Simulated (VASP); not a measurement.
# Which native defect does TiSi2 form most easily?, part 6 of 7

Aim: formation energies of the vacancies and antisites of TiSi2, in the two limits of its composition. The start is a computed cell from the Materials Project.

VASP 6.6.1, plane waves and PAW; the level of theory is named at each step.

So far, formation energy of the neutral defect (eV): step 7 (this defect's formation energies, 35 atoms, defect vacancy …) 3.04; step 9 (Ti12Si23, element Si, defect Si vacancy) 1.59.

**10. Relaxing the defect, 36 atoms, defect Ti on the Si site**

This step: LDA, spin-polarised, with small moments to start from; plane waves and PAW (Ti, Si) (VASP 6.6.1).

System of this step: Ti13Si23. The cell holds 36 atoms: 13 Ti and 23 Si. Its edges and angles: a = 7.709 Å, b = 7.709 Å, c = 10.460 Å, α = 76.9°, β = 76.9°, γ = 118.4°. It derives from TiSi2. Nearest the centre at fractional (0.875, 0.375, 0.125): Ti13 at 0.00 Å, Si21 at 2.48 Å, Si19 at 2.48 Å, Si24 at 2.48 Å, Si20 at 2.48 Å, Ti3 at 2.63 Å, Ti6 at 2.63 Å, Ti7 at 2.63 Å.

File INCAR:

```
SYSTEM = Ti13Si23
PREC = Normal
ENCUT = 300
EDIFF = 1E-05
NELM = 120
ISMEAR = 1
SIGMA = 0.2
LREAL = Auto
ALGO = Fast
GGA = CA
NBANDS = 104
ISPIN = 2
MAGMOM = 0 0 0 0 0 0 0 0 0 0 0 0 0.6 0 0 0 0 0 0.6 0 0.6 0 0 0.6 0 0 0 0 0 0 0 0 0 0 0 0
LASPH = .TRUE.
LMAXMIX = 4
LORBIT = 11
LWAVE = .FALSE.
LCHARG = .TRUE.
KPAR = 4
NCORE = 2
IBRION = 2
NSW = 50
ISIF = 2
EDIFFG = -0.03
POTIM = 0.4
MAXMIX = 40
ISYM = 2
```

File POSCAR:

```
Ti13Si23
1.0
    1.7433413960      6.6223680439      3.5401535013
    1.7433413960     -6.6223680439      3.5401535013
   10.4600483760      0.0000000000      0.0000000000
Ti Si
13 23
Direct
    0.5226799000      0.7273201000      0.1250000000
    0.5226799000      0.7273201000      0.4583333300
    0.0226799000      0.2273201000      0.2916666700
    0.5226799000      0.7273201000      0.7916666700
    0.0226799000      0.2273201000      0.6250000000
    0.0226799000      0.2273201000      0.9583333300
    0.9773201000      0.7726799000      0.0416666700
    0.9773201000      0.7726799000      0.3750000000
    0.4773201000      0.2726799000      0.2083333300
    0.9773201000      0.7726799000      0.7083333300
    0.4773201000      0.2726799000      0.5416666700
    0.4773201000      0.2726799000      0.8750000000
    0.8745008300      0.3754991700      0.1250000000
    0.8745008300      0.3754991700      0.4583333300
    0.3745008300      0.8754991700      0.2916666700
    0.8745008300      0.3754991700      0.7916666700
    0.3745008300      0.8754991700      0.6250000000
    0.3745008300      0.8754991700      0.9583333300
    0.6254991700      0.1245008300      0.0416666700
    0.6254991700      0.1245008300      0.3750000000
    0.1254991700      0.6245008300      0.2083333300
    0.6254991700      0.1245008300      0.7083333300
    0.1254991700      0.6245008300      0.5416666700
    0.1254991700      0.6245008300      0.8750000000
    0.1847297800      0.0652702200      0.1250000000
    0.1847297800      0.0652702200      0.4583333300
    0.6847297800      0.5652702200      0.2916666700
    0.1847297800      0.0652702200      0.7916666700
    0.6847297800      0.5652702200      0.6250000000
    0.6847297800      0.5652702200      0.9583333300
    0.3152702200      0.4347297800      0.0416666700
    0.3152702200      0.4347297800      0.3750000000
    0.8152702200      0.9347297800      0.2083333300
    0.3152702200      0.4347297800      0.7083333300
    0.8152702200      0.9347297800      0.5416666700
    0.8152702200      0.9347297800      0.8750000000
```

File KPOINTS:

```
Automatic mesh
0
Gamma
4 4 3
0 0 0
```

The projector-augmented-wave data sets are Ti and Si (LDA family, release 64).

The run is started by

```sh
$ mpirun -np 8 vasp_std
```

Log:

```text
[... set-up lines as in an earlier step ...]
 entering main loop
       N       E                     dE             d eps       ncg     rms          rms(c)
DAV:   1     0.640287580040E+03    0.64029E+03   -0.33684E+04 10816   0.784E+02
DAV:   2    -0.170082482262E+03   -0.81037E+03   -0.76704E+03 10816   0.242E+02
DAV:   3    -0.286692246023E+03   -0.11661E+03   -0.11072E+03 15216   0.846E+01
DAV:   4    -0.292000390388E+03   -0.53081E+01   -0.52214E+01 14360   0.191E+01
[...]
RMM:  17    -0.270652420813E+03    0.10256E-03   -0.89044E-04 11242   0.820E-02    0.643E-02
RMM:  18    -0.270652420530E+03    0.28242E-06   -0.27191E-04 11508   0.415E-02    0.371E-02
RMM:  19    -0.270652413272E+03    0.72580E-05   -0.63801E-05 10066   0.230E-02
   1 F= -.27065241E+03 E0= -.27065065E+03  d E =-.270652E+03  mag=     0.0004
[... from here on, the cycles between the ionic steps are left out ...]
   2 F= -.27081701E+03 E0= -.27081457E+03  d E =-.164595E+00  mag=     0.0000
   3 F= -.27086081E+03 E0= -.27085794E+03  d E =-.208399E+00  mag=    -0.0002
   4 F= -.27088322E+03 E0= -.27088034E+03  d E =-.224083E-01  mag=    -0.0001
   5 F= -.27089239E+03 E0= -.27088952E+03  d E =-.315770E-01  mag=    -0.0002
   6 F= -.27090059E+03 E0= -.27089744E+03  d E =-.820149E-02  mag=    -0.0004
   7 F= -.27090220E+03 E0= -.27089888E+03  d E =-.981341E-02  mag=    -0.0002
   8 F= -.27090458E+03 E0= -.27090123E+03  d E =-.237300E-02  mag=    -0.0002
   9 F= -.27090481E+03 E0= -.27090145E+03  d E =-.260789E-02  mag=    -0.0001
  10 F= -.27090527E+03 E0= -.27090193E+03  d E =-.463691E-03  mag=    -0.0000
 trial-energy change:   -0.000464  1 .order   -0.000449   -0.000778   -0.000120
 step:   2.0615(harm=  2.0615)  dis= 0.00299  next Energy=  -270.905271 (dE=-0.460E-03)
 reached required accuracy - stopping structural energy minimisation
```

The job ended after 9.3 min (8 MPI ranks of AMD EPYC 7R43, shared host; peak memory 3.4 GiB; 74 min of CPU time).

From OUTCAR (step 10):

```text
  Total        9.0986613     -3.0304838      7.1927420      0.0000099      0.0000205      0.7149358
  in kB       29.7227499     -9.8997325     23.4966510      0.0000322      0.0000670      2.3354928
  external PRESSURE =      14.4398895 kB  Pullay stress =       0.0000000 kB

 POSITION                                       TOTAL-FORCE (eV/Angst)
 -----------------------------------------------------------------------------------
      3.48668     -1.34307      4.42519        -0.000007     -0.001409     -0.000017
      6.98684     -1.35000      4.41100         0.005813     -0.002511     -0.004716
      3.54921     -1.31840      0.89046        -0.002921     -0.002717      0.004056
     10.44658     -1.35000      4.43938        -0.005799     -0.002600      0.004655
      6.97337     -1.36561      0.88504        -0.000045      0.000295     -0.000031
     10.39752     -1.31840      0.87961         0.003026     -0.002712     -0.004071
      3.48839      1.33326      6.25091        -0.001599      0.000247     -0.001218
      6.98124      1.33705      6.19388         0.005805      0.000744      0.001078
      3.48498      1.33325      2.59948         0.001618      0.000360      0.001157
     10.45163      1.34898      6.19507        -0.005765      0.004366     -0.005436
      6.98179      1.34898      2.65531         0.005786      0.004419      0.005525
     10.45217      1.33706      2.65650        -0.005808      0.000646     -0.000984
      3.48668      3.30498      4.42519         0.000054     -0.003334     -0.000037
      6.96597      3.28622      4.42840        -0.000282      0.002239      0.007507
[...]
-----------------------------------------------------------------------------------
    total drift:                               -0.000009      0.001813     -0.000076

  FREE ENERGIE OF THE ION-ELECTRON SYSTEM (eV)
  ---------------------------------------------------
  free  energy   TOTEN  =      -270.9052745795 eV

  energy  without entropy=     -270.8952311440  energy(sigma->0) =     -270.90192677

 magnetization (x)
# of ion       s       p       d       tot
------------------------------------------
    1        0.000   0.000   0.000   0.000
    2       -0.000   0.000   0.000   0.000
    3       -0.000   0.000   0.000   0.000
    4       -0.000   0.000   0.000   0.000
    5       -0.000  -0.000  -0.000  -0.000
    6       -0.000   0.000   0.000   0.000
    7        0.000   0.000   0.000   0.000
    8       -0.000   0.000   0.000   0.000
    9       -0.000   0.000   0.000   0.000
   10       -0.000  -0.000   0.000   0.000
   11       -0.000  -0.000  -0.000  -0.000
   12       -0.000   0.000   0.000   0.000
   13        0.000  -0.000  -0.000  -0.000
[...]
--------------------------------------------------
tot         -0.000   0.000   0.000   0.000

[... 2 parts as in an earlier step ...]

[... 2 further parts left out ...]
[key lines of the parts left out:]
E-fermi :   8.5014
```

Step by step:

```
step  energy less that of the first step (eV)  largest force (eV/Å)
   1                                   0.0000                1.0047
   2                                  -0.1646                0.3827
   3                                  -0.2084                0.2524
   4                                  -0.2308                0.1781
   5                                  -0.2400                0.1193
   6                                  -0.2482                0.1004
   7                                  -0.2498                0.0964
   8                                  -0.2522                0.0450
   9                                  -0.2524                0.0304
  10                                  -0.2529                0.0145
```

The atoms that moved most (Å):

| atom | dx | dy | dz | length |
| --- | --- | --- | --- | --- |
| Si27 | -0.047 | 0.074 | 0.015 | 0.089 |
| Si30 | 0.047 | 0.074 | -0.015 | 0.089 |
| Ti6 | -0.063 | 0.037 | -0.005 | 0.073 |
| Ti3 | 0.063 | 0.037 | 0.005 | 0.073 |
| Si33 | 0.002 | -0.070 | 0.009 | 0.070 |
| Si31 | -0.002 | -0.070 | -0.009 | 0.070 |
| Ti7 | 0.002 | -0.022 | 0.056 | 0.060 |
| Ti9 | -0.002 | -0.022 | -0.056 | 0.060 |

The relaxed structure:

```
Ti Si
1.0
     1.74334    6.62237    3.54015
     1.74334   -6.62237    3.54015
    10.46005    0.00000    0.00000
Ti Si
13 23
Direct
  0.52360 0.72640 0.12500
  0.52107 0.72492 0.46029
  0.02623 0.22531 0.29739
  0.52508 0.72893 0.78971
  0.02189 0.22811 0.62500
  0.02469 0.22378 0.95261
  0.98352 0.78219 0.03921
  0.97575 0.77385 0.37582
  0.46781 0.26648 0.21079
  0.97682 0.77312 0.70754
  0.47688 0.27318 0.54246
  0.47615 0.27425 0.87418
  0.87453 0.37547 0.12500
  0.87357 0.37734 0.45747
  0.37379 0.87321 0.29242
  0.87266 0.37643 0.79253
  0.37392 0.87608 0.62500
  0.37679 0.87621 0.95758
  0.62283 0.11986 0.04090
  0.62270 0.11997 0.37816
  0.13014 0.62717 0.20910
  0.62569 0.12523 0.70801
  0.12477 0.62431 0.54199
  0.13003 0.62730 0.87184
  0.18390 0.06610 0.12500
  0.18124 0.06532 0.46039
  0.69250 0.56186 0.28647
  0.18468 0.06876 0.78961
  0.68465 0.56535 0.62500
  0.68814 0.55750 0.96353
  0.30882 0.43877 0.04188
  0.32263 0.43749 0.37497
  0.81122 0.94118 0.20812
  0.31578 0.43697 0.70651
  0.81303 0.93421 0.54349
  0.81251 0.92737 0.87503
```

The spin moment in the PAW sphere vanishes on all atoms.

The run ended after 10 ionic steps, 0.253 eV below its first step, once the forces on the free atoms met EDIFFG = -0.03.

The 8 first neighbours (Si and Ti) lie 2.56 Å from the site on average (2.48 to 2.63) in the perfect crystal and 2.60 Å on average from the atom on it after the relaxation (+1.8 %, spread from 2.52 to 2.69 Å).

**11. Energies of this defect, 36 atoms, defect substitution, element Si**

This step: point defect, LDA; plane waves and PAW (VASP 6.6.1).

No new run; the numbers come from the runs before.

The formation energy is the energy of the relaxed defect cell less that of the perfect cell, with each removed atom booked to its reference and each added atom taken from it.

References, in eV an atom: Si -5.958 (crystal Fd-3m) and Ti -8.531 (crystal P6_3/mmc). They were run at the supercell's cutoff and functional, without U, and count both elements from their own phases.

The formation energy is 1.178 eV, and the largest move of an atom 0.09 Å.

(Continued in part 7 of 7.)

[Lines on the potential files, build, host, timing and source positions are cut from VASP's logs without a mark.]

[Logs are printed without paths, hosts, clocks, repeated set-up lines and the standing remarks that a program may print on its own settings, such as how far it seeks lower states.]

[Hosts, paths, dates, database ids (printed as entryN), source tags and the programs' standing remarks are cut or masked in the printed files.]

[In band tables of VASP the shares of atoms and orbitals are scaled to a sum of 1 inside the atoms' spheres.]

[Runs that stopped without an error message from VASP are left out.]
